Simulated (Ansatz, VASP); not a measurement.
# Cross-check of P between VASP and Ansatz

Aim: how closely do two programs agree when they are given the same cell, functional and k mesh? The cell is taken from a series of runs on this material, whose earlier steps may have relaxed, scaled, displaced or heated it; both programs get it as it stands.

Program: Ansatz 0.2.0. Level of theory: plane waves, with VASP 6.6.1 beside it; PBEsol. Results are calculated unless marked as measured.

## Step 1: The starting structure

The cell holds 4 atoms: 4 P. Cell: a = 4.292 Å, b = 3.250 Å, c = 17.131 Å, α = 90.0°, β = 90.0°, γ = 90.0°. It derives from P. As first built, before any earlier steps moved the atoms or strained the cell (in the runner's words): kind sheets cut from a layered crystal; sheets 1; series ['strain P', -2, 'biaxial strain (%)']. Vacuum lies along c.

## Step 2: Ansatz: single point, PBEsol

Ansatz runs on its PAW soft_1 files.

A single point takes one fixed geometry, so differences don't come from the geometry; what else differs is listed under the comparison.

input.yaml reads:

```yaml
crystal:
  lattice:
    - [4.291714, 0.0, 0.0]
    - [0.0, 3.250072, 0.0]
    - [0.0, 0.0, 17.13076816]
  atoms:
    - { symbol: P, position: [0.4231466453, 0.0, 0.5621641353] }
    - { symbol: P, position: [0.0768533547, 0.5, 0.5621641353] }
    - { symbol: P, position: [0.9231466453, 0.5, 0.4378358647] }
    - { symbol: P, position: [0.5768533547, 0.0, 0.4378358647] }
kpoints:
  mp_grid: { grid: [6, 8, 1] }
scf:
  occupations: { method: fermi_dirac, width: 0.02 }
  n_extra_bands: 8
hamiltonian:
  xc: pbesol
  pseudopotentials: { kind: paw, azcp: { folder: soft_1 }, xc_functional: pbe }
output:
  forces: true
  write_potential: true
  volumetric_format: []
  dos:
    projected: true
    de: 0.05
    e_range: [-30, 12]
    method: { smearing: { sigma: 0.12, scheme: gaussian } }
  eigenstates:
    kpoints:
      - [0.5, 0.0, 0.0]
      - [0.45, 0.0, 0.0]
      - [0.4, 0.0, 0.0]
      - [0.35, 0.0, 0.0]
      - [0.3, 0.0, 0.0]
      - [0.25, 0.0, 0.0]
      - [0.2, 0.0, 0.0]
      - [0.15, 0.0, 0.0]
      - [0.1, 0.0, 0.0]
      - [0.05, 0.0, 0.0]
      - [0.0, 0.0, 0.0]
      - [0.0, 0.03571429, 0.0]
      - [0.0, 0.07142857, 0.0]
      - [0.0, 0.10714286, 0.0]
      - [0.0, 0.14285714, 0.0]
      - [0.0, 0.17857143, 0.0]
      - [0.0, 0.21428571, 0.0]
      - [0.0, 0.25, 0.0]
      - [0.0, 0.28571429, 0.0]
      - [0.0, 0.32142857, 0.0]
      - [0.0, 0.35714286, 0.0]
      - [0.0, 0.39285714, 0.0]
      - [0.0, 0.42857143, 0.0]
      - [0.0, 0.46428571, 0.0]
      - [0.0, 0.5, 0.0]
      - [0.05, 0.5, 0.0]
      - [0.1, 0.5, 0.0]
      - [0.15, 0.5, 0.0]
      - [0.2, 0.5, 0.0]
      - [0.25, 0.5, 0.0]
      - [0.3, 0.5, 0.0]
      - [0.35, 0.5, 0.0]
      - [0.4, 0.5, 0.0]
      - [0.45, 0.5, 0.0]
      - [0.5, 0.5, 0.0]
      - [0.5, 0.46428571, 0.0]
      - [0.5, 0.42857143, 0.0]
      - [0.5, 0.39285714, 0.0]
      - [0.5, 0.35714286, 0.0]
      - [0.5, 0.32142857, 0.0]
      - [0.5, 0.28571429, 0.0]
      - [0.5, 0.25, 0.0]
      - [0.5, 0.21428571, 0.0]
      - [0.5, 0.17857143, 0.0]
      - [0.5, 0.14285714, 0.0]
      - [0.5, 0.10714286, 0.0]
      - [0.5, 0.07142857, 0.0]
      - [0.5, 0.03571429, 0.0]
    e_range: [-8.0, 6.0]
    unfold:
      supercell_matrix: [[1, 0, 0], [0, 1, 0], [0, 0, 1]]
      layers:
        axis: 3
        edges: [0.204338, 0.408648, 0.464975, 0.535025, 0.591352, 0.795662]
```

Command:

```sh
ansatz run input.yaml --threads 4 --pin off --max-ram 11264MiB --backend cpu --events-out ev --progress --plain --runs-dir out
```

Numbers of over 12 decimals in the logs are rounded to 6 here.

Log:

```text
scf.n_extra_bands = 8 over 10 filled bands (N_el = 20.0): the run solves 18 bands
Engine: ansatz 0.2.0, x86_64-unknown-linux-gnu
Pseudopotentials: kind: paw
Pseudopotential: P, paw, valence charge 5, recommended cutoff 420 eV (normal), soft_1/P.paw.azcp
Functional definition: PBEsol
  exchange = pbesol_x
  correlation = pbesol_c
Crystal: 4 atoms, lattice volume = 238.946 Å³
Basis set: ecut = 420 eV, 4641 PW (Γ), exchange–correlation on 60×48×240 points (8 copies of the dense FFT grid, shifted against one another)
Bands: 18, of which v1, the nominal top of the filled ones, is band 10 counted from 1 (9 counted from 0)
Symmetry: 8 space group operations
Space group: Pmna (ITA 53), of the structure as read, at distance tolerance 6.2e-5 Å
k-points: 20 of 48
Non-local potential: P, projectors of the file, l = 0: 2, l = 1: 2, l = 2: 1
PAW form: soft (Blöchl's): semilocal exchange-correlation on the pseudo side does not see the compensation charge
PAW frozen core: P, regenerated for the run's functional, and the local potential with it (the file was generated under x = pbe(κ = 0.804, μ = 0.219515), c = pbe(β = 0.066725))
PAW one-centre angular grid: P, 110 points (default); XC on 64 Gauss nodes
Initial density: superposition of atomic densities (neutral atoms: chi_scale 0, normalization atom)
Initial wavefunctions: pseudopotential atomic-orbital guess
Functional: x = pbesol(κ = 0.804, μ = 0.123457), c = pbesol(β = 0.046)
SCF iter   1: F=—  HF=-2960.179799 eV  |F-HF|=—  |Δ(HF+E_count)|=         —  Δρ=2.25e-2  dr2=9.02e-1  ethr=3.10e-3  ⟨swp⟩=11.8  Hψ=3493  notcnv=0
preconditioner: auto → Resta (q_TF=auto, 1.804 Å⁻¹)  ε∞=2.0  [insulator: Δε(μ)=0.640 eV  Ē_g=10.519 eV  σ=0.020 eV  W_gap=1.00  n_scr=18 (ndim 8)  ℏωp=10.7 eV  f_vac=0.605  D(μ)=0.00/eV (n_scr^D=0)  ε∞_Penn≈2.0  vacuum switching on, ρ_ref=8.0e-3 e/Å³]
SCF iter   2: F=—  HF=-2959.953983 eV  |F-HF|=—  |Δ(HF+E_count)|=   2.26e-1  Δρ=1.13e-2  dr2=2.12e-1  ethr=3.10e-3  ⟨swp⟩=1.3  Hψ=529  notcnv=0  defer=16
SCF iter   3: F=—  HF=-2959.897470 eV  |F-HF|=—  |Δ(HF+E_count)|=   5.65e-2  Δρ=7.35e-4  dr2=2.08e-3  ethr=1.06e-3  ⟨swp⟩=3.0  Hψ=599  notcnv=0  defer=55
SCF iter   4: F=—  HF=-2959.897493 eV  |F-HF|=—  |Δ(HF+E_count)|=   2.38e-5  Δρ=2.66e-4  dr2=2.80e-4  ethr=1.04e-5  ⟨swp⟩=3.8  Hψ=790  notcnv=0  defer=57
SCF iter   5: F=—  HF=-2959.897543 eV  |F-HF|=—  |Δ(HF+E_count)|=   4.96e-5  Δρ=7.53e-5  dr2=2.04e-5  ethr=1.40e-6  ⟨swp⟩=2.2  Hψ=424  notcnv=0  defer=57
SCF iter   6: F=—  HF=-2959.897553 eV  |F-HF|=—  |Δ(HF+E_count)|=   9.70e-6  Δρ=2.09e-5  dr2=1.54e-6  ethr=1.02e-7  ⟨swp⟩=2.6  Hψ=545  notcnv=0  defer=57
SCF iter   7: F=-2959.897554 eV  HF=-2959.897554 eV  |F-HF|=2.27e-8  |Δ(HF+E_count)|=   1.06e-6  Δρ=2.84e-6  dr2=2.58e-8  ethr=5.00e-10  ⟨swp⟩=19.2  Hψ=3691  notcnv=0
SCF 1 converged in 7 iterations: F = -2959.897554 eV  dr2 = 2.58e-8
  greatest PAW one-centre occupation: 0.804 electrons in one spin orbital (limit 2), on the P atom at site 3 (counted from 0), in its partial waves of l = 0
NSCF: frozen V_eff on 48 k-points
SCF converged after 7 iterations
Free energy (F): -2959.897554 eV
Harris-Foulkes:  -2959.897554 eV  (|F-HF|=2.27e-8)
Internal energy: -2959.897553 eV  (E = F + TS)
E sigma→0 (E₀):  -2959.897554 eV
Entropy (-TS):   -0.000000 eV (-0.000 meV/atom)
Fermi energy:    -0.770495 eV
--- Per-component energies (eV) ---
  E_band       = -147.217630
  E_kinetic    = 275.404393
  E_local      = -4448.829777  (includes V_loc(G=0)·N_el)
  E_nonlocal   = 130.884018
  E_hartree    = 2084.913744
  E_xc         = -288.313379
  E_vxc        = -243.727034  (∫ρ·V_xc dr)
  E_paw        = -2172.793938  (= ΣΔE_a)
  E_vpaw       = -30.769390  (= ΣTr[D̂ρ^β])
  E_aug_tail   = -0.000001  (compensation charges beyond the density's cutoff)
  E_ewald      = 1458.653002
  E_core_change = 0.184385  (= ΣΔE_core)
  E_smearing   = -0.000000  (= −TS)
  E_closure    = -0.000000  (closes the sum)
  Σ components = -2959.897554   (vs F -2959.897554, Δ=0.00e0)
--- Forces (eV/Å), atoms counted from 1 ---
  atom   1  P      0.01794251     0.00000000     0.03256463
  atom   2  P     -0.01794251    -0.00000000     0.03256463
  atom   3  P      0.01794251     0.00000000    -0.03256463
  atom   4  P     -0.01794251    -0.00000000    -0.03256463
  max |Σ_I F_I| component: 2.78e-17 eV/Å
--- Band table (eV; the first three rows and the last of 20) ---
  k-point 0: bands = [... 6 lower, -4.5485, -3.2145, -2.7404, -1.0051, -0.5431, 0.4864, 1.8321, 2.6844, ... 4 higher]
  k-point 1: bands = [... 6 lower, -5.4623, -3.5960, -3.0960, -1.0394, -0.3538, 1.6423, 1.9494, 3.0900, ... 4 higher]
  k-point 2: bands = [... 6 lower, -5.3776, -3.9211, -2.8802, -1.4924, 0.1590, 0.2071, 2.0942, 2.7230, ... 4 higher]
  k-point 19: bands = [... 6 lower, -6.2296, -6.2296, -2.5164, -2.5164, 1.2874, 1.2874, 3.6140, 3.6140, ... 4 higher]
```

In the SCF lines HF is the Harris–Foulkes energy and dr2 the Hartree energy of the density residual, in eV; the loop may stop once dr2 is under the threshold and the program's other checks hold. Hψ counts applications of the Hamiltonian.

## Step 3: VASP: single point, PBEsol

The same cell, functional, mesh and smearing now go to VASP, with its own data sets.

Lines of VASP's logs that name or quote its potential files are left out, and so is its time.

INCAR reads:

```
SYSTEM = P
PREC = Accurate
ENCUT = 400
EDIFF = 1E-06
NELM = 120
ISMEAR = -1
SIGMA = 0.02
LREAL = .FALSE.
ALGO = Normal
GGA = PS
NBANDS = 16
LORBIT = 11
LWAVE = .FALSE.
LCHARG = .FALSE.
ISIF = 2
LASPH = .TRUE.
GGA_COMPAT = .FALSE.
EFERMI = MIDGAP
```

POSCAR reads:

```
P
1.0
    4.2917140000      0.0000000000      0.0000000000
    0.0000000000      3.2500720000      0.0000000000
    0.0000000000      0.0000000000     17.1307681600
P
4
Direct
    0.4231466453      1.0000000000      0.5621641353
    0.0768533547      0.5000000000      0.5621641353
    0.9231466453      0.5000000000      0.4378358647
    0.5768533547      1.0000000000      0.4378358647
```

KPOINTS reads:

```
Automatic mesh
0
Gamma
6 8 1
0 0 0
```

The projector-augmented-wave data sets are P (PBE family, release 64).

Command:

```sh
mpirun -np 1 vasp_std
```

Log:

```text
[banner, memory and clock lines left out]
running    1 mpi-ranks, on    1 nodes
 distrk:  each k-point on    1 cores,    1 groups
 distr:  one band on    1 cores,    1 groups

 POSCAR found type information on POSCAR P
 POSCAR found :  1 types and       4 ions
|                                                                             |
|               ----> ADVICE to this user running VASP <----                  |
|                                                                             |
|     You enforced a specific xc type in the INCAR file but a different       |
|     [... a line on the potential file left out ...]
|     I HOPE YOU KNOW WHAT YOU ARE DOING!                                     |
|                                                                             |

 LDA part: xc-table for (Slater+PW92), standard interpolation
 POSCAR, INCAR and KPOINTS ok, starting setup
 FFT: planning ... GRIDC
 FFT: planning ... GRID_SOFT
 FFT: planning ... GRID
 WAVECAR not read
 entering main loop
       N       E                     dE             d eps       ncg     rms          rms(c)
DAV:   1     0.117491694005E+03    0.11749E+03   -0.60774E+03   640   0.747E+02
DAV:   2    -0.110285279929E+02   -0.12852E+03   -0.12266E+03   912   0.158E+02
DAV:   3    -0.228438127066E+02   -0.11815E+02   -0.11758E+02   896   0.565E+01
DAV:   4    -0.230769502431E+02   -0.23314E+00   -0.23289E+00   928   0.967E+00
DAV:   5    -0.230822099123E+02   -0.52597E-02   -0.52593E-02  1000   0.129E+00    0.105E+01
DAV:   6    -0.228964713024E+02    0.18574E+00   -0.11666E-01   832   0.186E+00    0.611E+00
DAV:   7    -0.228131390110E+02    0.83332E-01   -0.19305E-01   816   0.238E+00    0.375E-01
DAV:   8    -0.228119502679E+02    0.11887E-02   -0.17235E-02   840   0.837E-01    0.190E-01
DAV:   9    -0.228118313820E+02    0.11889E-03   -0.87741E-04  1048   0.177E-01    0.137E-01
DAV:  10    -0.228114285278E+02    0.40285E-03   -0.65224E-04   752   0.129E-01    0.843E-02
DAV:  11    -0.228112942153E+02    0.13431E-03   -0.18030E-04   856   0.651E-02    0.393E-02
DAV:  12    -0.228116078358E+02   -0.31362E-03   -0.44641E-04   752   0.795E-02    0.493E-02
DAV:  13    -0.228116244032E+02   -0.16567E-04   -0.13312E-05   920   0.191E-02    0.194E-02
DAV:  14    -0.228117500985E+02   -0.12570E-03   -0.12231E-05   752   0.193E-02    0.344E-02
DAV:  15    -0.228117266538E+02    0.23445E-04   -0.31627E-05   768   0.178E-02    0.233E-02
DAV:  16    -0.228117734561E+02   -0.46802E-04   -0.27684E-06   680   0.787E-03    0.482E-03
DAV:  17    -0.228118468429E+02   -0.73387E-04   -0.80154E-06   720   0.961E-03    0.822E-03
DAV:  18    -0.228118634944E+02   -0.16652E-04   -0.54336E-07   680   0.290E-03    0.590E-03
DAV:  19    -0.228118757843E+02   -0.12290E-04   -0.92135E-07   632   0.351E-03    0.506E-04
DAV:  20    -0.228118788015E+02   -0.30172E-05   -0.17295E-07   664   0.165E-03    0.596E-04
DAV:  21    -0.228118806329E+02   -0.18314E-05   -0.13354E-07   592   0.104E-03    0.262E-04
DAV:  22    -0.228118806456E+02   -0.12715E-07   -0.44393E-09   544   0.307E-04
   1 F= -.22811881E+02 E0= -.22811881E+02  d E =-.171047E-06
```

Parts of OUTCAR (step 3):

```text
ion  position               nearest neighbor table
   1  0.423  0.000  0.562-   2 2.20   2 2.20   4 2.23
   2  0.077  0.500  0.562-   1 2.20   1 2.20   3 2.23
   3  0.923  0.500  0.438-   4 2.20   4 2.20   2 2.23
   4  0.577  0.000  0.438-   3 2.20   3 2.20   1 2.23

  LATTYP: Found a simple orthorhombic cell.
 ALAT       =     3.2500720000
 B/A-ratio  =     1.3204981305
 C/A-ratio  =     5.2708888172

 Subroutine GETGRP returns: Found  8 space group operations
 (whereof  4 operations were pure point group operations)

The static configuration has the point symmetry C_2h.
 The point group associated with its full space group is D_2h.

 Found     20 irreducible k-points:

   k-points           NKPTS =     20   k-points in BZ     NKDIM =     20   number of bands    NBANDS=     16

   dimension x,y,z NGX =    28 NGY =   24 NGZ =  112
   dimension x,y,z NGXF=    56 NGYF=   48 NGZF=  224

   ENCUT  =  400.0 eV  29.40 Ry    5.42 a.u.   7.00  5.30 27.94*2*pi/ulx,y,z

   NELECT =      20.0000    total number of electrons

 k-points in reciprocal lattice and weights: Automatic mesh
   0.00000000  0.00000000  0.00000000       0.021
   0.16666667  0.00000000  0.00000000       0.042
   0.33333333  0.00000000  0.00000000       0.042
   0.50000000  0.00000000  0.00000000       0.021
   0.00000000  0.12500000  0.00000000       0.042
   0.16666667  0.12500000  0.00000000       0.083
   0.33333333  0.12500000  0.00000000       0.083
   0.50000000  0.12500000  0.00000000       0.042
   0.00000000  0.25000000  0.00000000       0.042
[...]
0.33333333  0.50000000  0.00000000       0.042
   0.50000000  0.50000000  0.00000000       0.021

 average (electrostatic) potential at core
       1 -90.2218       2 -90.2218       3 -90.2218       4 -90.2218

 E-fermi :  -1.0860

 k-point     1 :       0.0000    0.0000    0.0000
  band No.  band energies     occupation
    ...
      6      -5.7137      2.00000
      7      -4.8487      2.00000
      8      -3.5347      2.00000
      9      -3.0367      2.00000
     10      -1.3273      1.99999
     11      -0.8506      0.00002
     12       0.1994      0.00000
     13       1.5599      0.00000
     14       2.3866      0.00000
     15       2.9528      0.00000
    ...

 k-point     2 :       0.1667    0.0000    0.0000
  band No.  band energies     occupation
    ...
      6      -5.5591      2.00000
      7      -4.7169      2.00000
      8      -3.1056      2.00000
      9      -2.5353      2.00000
     10      -2.3016      2.00000
     11      -0.0495      0.00000
     12       0.3399      0.00000
     13       1.2806      0.00000
     14       2.0776      0.00000
     15       3.1814      0.00000
    ...

 k-point     3 :       0.3333    0.0000    0.0000
  band No.  band energies     occupation
    ...
      6      -4.3485      2.00000
      7      -4.0026      2.00000
      8      -3.4310      2.00000
      9      -3.3690      2.00000
     10      -1.3951      2.00000
     11       0.5419      0.00000
     12       0.7253      0.00000
     13       1.2068      0.00000
     14       1.7752      0.00000
     15       2.9367      0.00000
    ...

  Total        1.0618217      1.8844893      0.0493118      0.0000000      0.0000000      0.0000000
  in kB        7.1196979     12.6358271      0.3306438      0.0000000      0.0000000      0.0000000
  external PRESSURE =       6.6953896 kB  Pullay stress =       0.0000000 kB

  energy-cutoff  :      400.00
  volume of cell :      238.95
      direct lattice vectors                 reciprocal lattice vectors
     4.291714000  0.000000000  0.000000000     0.233007139  0.000000000  0.000000000
     0.000000000  3.250072000  0.000000000     0.000000000  0.307685491  0.000000000
     0.000000000  0.000000000 17.130768160     0.000000000  0.000000000  0.058374498

 POSITION                                       TOTAL-FORCE (eV/Angst)
 -----------------------------------------------------------------------------------
      1.81602      0.00000      9.63030         0.001154      0.000000      0.013787
      0.32983      1.62504      9.63030        -0.001154      0.000000      0.013787
      3.96188      1.62504      7.50046         0.001154      0.000000     -0.013787
      2.47569      0.00000      7.50046        -0.001154      0.000000     -0.013787
 -----------------------------------------------------------------------------------
    total drift:                                0.000000     -0.000000     -0.000000

  FREE ENERGIE OF THE ION-ELECTRON SYSTEM (eV)
  ---------------------------------------------------
  free  energy   TOTEN  =       -22.8118806456 eV

  energy  without entropy=      -22.8118804745  energy(sigma->0) =      -22.81188056

 total charge
# of ion       s       p       d       tot
------------------------------------------
    1        1.077   1.391   0.000   2.468
    2        1.077   1.391   0.000   2.468
    3        1.077   1.391   0.000   2.468
    4        1.077   1.391   0.000   2.468
--------------------------------------------------
tot          4.307   5.563   0.000   9.870

[... 3 further parts left out ...]
```

## Step 4: Side by side

Known differences besides the potentials themselves: the cutoff is 420 eV in Ansatz and 400 eV in VASP; Ansatz makes its cores anew for this functional, VASP keeps those of its PBE data sets. Total energies have different zeros and are not compared.

The two programs side by side:

```tsv
quantity	Ansatz	VASP	difference
gap on the k mesh (eV)	0.462	0.477	-0.015
```

The largest component of a force difference here is 19 meV/Å. A gap on the mesh is an upper bound, since the band edges may lie between its points. Where the cell holds vacuum, a pressure given here is an average over it and none of the material.

## Step 5: Summary of results

- r.m.s. force difference (single point, PBEsol): 15 meV/Å

**Reading.** The r.m.s. force difference is 15 meV/Å (single point, PBEsol), beyond the 12 meV/Å picked in this series as the mark of a large difference. What causes the difference of the single point, PBEsol pair stays open here. 1 further pair of this series is not shown here. How closely two codes agree says nothing of how well the functional describes the real material.

[Lines on the potential files, build, host, timing and source positions are cut from VASP's logs without a mark.]

[Logs are printed without paths, hosts, clocks, repeated set-up lines and the standing remarks that a program may print on its own settings, such as how far it seeks lower states.]

[Hosts, paths, dates, database ids (printed as entryN), source tags and the programs' standing remarks are cut or masked in the printed files.]
